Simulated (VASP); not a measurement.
An input for Quantum ESPRESSO's pw.x (written as the equivalent of a VASP run, and not itself run):

```
&CONTROL
  calculation = 'vc-relax'
  pseudo_dir = './pseudo'
  outdir = './out'
  tprnfor = .true.
  tstress = .true.
  nstep = 40
  forc_conv_thr = 0.00078
/
&SYSTEM
  ibrav = 0
  nat = 5
  ntyp = 3
  ecutwfc = 84
  occupations = 'smearing'
  smearing = 'gaussian'
  degauss = 0.003675
  input_dft = 'pbesol'
/
&ELECTRONS
  conv_thr = 7.3e-08
  electron_maxstep = 100
/
&IONS
/
&CELL
  press = 100
/
ATOMIC_SPECIES
  Ba 137.327 Ba.upf
  Ti 47.867 Ti.upf
  O 15.999 O.upf
CELL_PARAMETERS angstrom
     3.9482874    0.0000000    0.0000000
     0.0000000    3.9482874    0.0000000
     0.0000000    0.0000000    3.9482874
ATOMIC_POSITIONS crystal
  Ba   0.0000000  0.0000000  0.0000000
  Ti   0.5000000  0.5000000  0.5000000
  O    0.5000000  0.0000000  0.5000000
  O    0.0000000  0.5000000  0.5000000
  O    0.5000000  0.5000000  0.0000000
K_POINTS automatic
  6 6 6 0 0 0
```

Q: Translate this input to VASP (INCAR, KPOINTS, POSCAR, choice of POTCAR).

A: Several could match; the one computed here: 
**POSCAR**
```
BaTiO3
1.0
  3.9482873596   0.0000000000   0.0000000000
  0.0000000000   3.9482873596   0.0000000000
  0.0000000000   0.0000000000   3.9482873596
Ba Ti O
1 1 3
direct
  0.0000000000   0.0000000000   0.0000000000
  0.5000000000   0.5000000000   0.5000000000
  0.5000000000   0.0000000000   0.5000000000
  0.0000000000   0.5000000000   0.5000000000
  0.5000000000   0.5000000000   0.0000000000
```

### KPOINTS
```
K-points
0
G
  6 6 6
```

INCAR:
```
SYSTEM = BaTiO3
PREC = Accurate
ENCUT = 620
EDIFF = 1E-6
NELM = 100
ALGO = Normal
LREAL = .FALSE.
LASPH = .TRUE.
ISMEAR = 0
SIGMA = 0.05
GGA = PS
LMAXMIX = 4
LWAVE = .FALSE.
LCHARG = .FALSE.
IBRION = 2
ISIF = 3
NSW = 40
EDIFFG = -0.02
PSTRESS = 100
```

POTCAR, in this order: Ba_sv Ti_sv O (PBE.64 set). Program: vasp_std.

What does not carry over: the potentials are each code's own (VASP's PAW set, PseudoDojo norm-conserving files in pw.x), so ENCUT and ecutwfc are chosen apart and not converted; conv_thr bounds pw.x's estimated SCF error, while EDIFF bounds the energy change between steps; forc_conv_thr acts on force components and is met together with etot_conv_thr.

The compound is BaTiO3 in the cubic perovskite structure, the ideal cubic form; the compound distorts at low or room temperature. This run relaxes it under an external pressure of 10 GPa. Symmetry was kept, so distortions that lower it aren't found.
